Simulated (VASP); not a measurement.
Output of a VASP run:

### OSZICAR
```
       N       E                     dE             d eps       ncg     rms          rms(c)
DAV:   1     0.426723842044E+03    0.42672E+03   -0.23056E+04  1680   0.167E+03
DAV:   2     0.273907439481E+02   -0.39933E+03   -0.39406E+03  1680   0.499E+02
DAV:   3    -0.170716673214E+02   -0.44462E+02   -0.42633E+02  2208   0.161E+02
DAV:   4    -0.192080523385E+02   -0.21364E+01   -0.20653E+01  2112   0.356E+01
DAV:   5    -0.192866926255E+02   -0.78640E-01   -0.77735E-01  2168   0.655E+00    0.297E+01
DAV:   6    -0.186865893954E+02    0.60010E+00   -0.78820E-01  2356   0.659E+00    0.178E+01
DAV:   7    -0.185853714561E+02    0.10122E+00   -0.66632E-01  2008   0.541E+00    0.104E+00
DAV:   8    -0.185671005999E+02    0.18271E-01   -0.14161E-01  2116   0.312E+00    0.508E-01
DAV:   9    -0.185671521789E+02   -0.51579E-04   -0.82941E-03  2144   0.809E-01    0.253E-01
DAV:  10    -0.185670378275E+02    0.11435E-03   -0.13378E-03  2212   0.341E-01    0.677E-02
DAV:  11    -0.185670375318E+02    0.29574E-06   -0.23491E-04  2336   0.157E-01    0.330E-02
DAV:  12    -0.185670358447E+02    0.16870E-05   -0.16311E-05  2204   0.364E-02    0.128E-02
DAV:  13    -0.185670360103E+02   -0.16555E-06   -0.23459E-06  2448   0.997E-03    0.392E-03
DAV:  14    -0.185670360980E+02   -0.87665E-07   -0.30219E-07  1536   0.558E-03
   1 F= -.18567036E+02 E0= -.18566162E+02  d E =-.185670E+02
```

File OUTCAR:
```
------------------------ aborting loop because EDIFF is reached ----------------------------------------
  FORCE on cell =-STRESS in cart. coord.  units (eV):
  Direction    XX          YY          ZZ          XY          YZ          ZX
  --------------------------------------------------------------------------------------
  Total        2.3508100      2.3508100      3.2632302     -0.0000000      0.0000000      0.0000000
  in kB       26.5362180     26.5362180     36.8357238     -0.0000000      0.0000000      0.0000000
  external PRESSURE =      29.9693866 kB  Pullay stress =       0.0000000 kB
  volume of cell :      141.93
      direct lattice vectors                 reciprocal lattice vectors
     3.997571564  0.000000000  0.000000000     0.250151869  0.000000000  0.000000000
     0.000000000  3.997571564  0.000000000     0.000000000  0.250151869  0.000000000
     0.000000000  0.000000000  8.881710124     0.000000000  0.000000000  0.112590930
 POSITION                                       TOTAL-FORCE (eV/Angst)
 -----------------------------------------------------------------------------------
      0.00000      1.99879      0.00000         0.000000      0.000000     -0.000000
      1.99879      0.00000      4.44086         0.000000      0.000000     -0.000000
      0.00000      0.00000      2.22043         0.000000      0.000000     -0.000000
      0.00000      0.00000      6.66128         0.000000     -0.000000      0.000000
 -----------------------------------------------------------------------------------
    total drift:                               -0.000000      0.000000      0.000000
  FREE ENERGIE OF THE ION-ELECTRON SYSTEM (eV)
  ---------------------------------------------------
  free  energy   TOTEN  =       -18.5670360980 eV

  energy  without entropy=      -18.5652872490  energy(sigma->0) =      -18.56616167

 reached required accuracy - stopping structural energy minimisation
```
(Selected blocks of OUTCAR.)

### POSCAR
```
DyBi
1
    3.9975715640     0.0000000000     0.0000000000
    0.0000000000     3.9975715640     0.0000000000
    0.0000000000     0.0000000000     8.8817101243
Dy Bi
2 2
Direct
  0.0000000000   0.5000000000   0.0000000000
  0.5000000000   0.0000000000   0.5000000000
  0.0000000000   0.0000000000   0.2500000000
  0.0000000000   0.0000000000   0.7500000000
```

Q: Reconstruct the remaining input files.

A: This is not unique; one that fits is the input of the run itself, PBEsol GGA, plane waves, VASP's PBE PAW potentials (set 64).

### INCAR
```
# general
SYSTEM   =  DyBi
PREC     =  Accurate
ENCUT    =  480
LREAL    =  .False.
LASPH    =  .True.

# electronic loop
EDIFF    =  1E-7
NELM     =  100
ALGO     =  Normal
LMAXMIX  =  6

# smearing
ISMEAR   =  0
SIGMA    =  0.05

# functional
GGA      =  PS

# ions
IBRION   =  2
NSW      =  30
ISIF     =  2
EDIFFG   =  -0.01

# output
LWAVE    =  .False.
LCHARG   =  .False.
```

**KPOINTS**
```
Automatic mesh
0
Gamma
6 6 4
0 0 0
```

POTCAR, in this order: Dy_3 Bi_d (PBE.64 set). Program: vasp_std.

The 4f electrons are frozen in the core of the lanthanide potential, so 4f levels, which can set the real gap, and their magnetism are missing.

The structure was generated: DyBi was put into the PtS type (P4_2/mmc), which need not be its known phase. This cell was strained or had an atom moved on purpose.
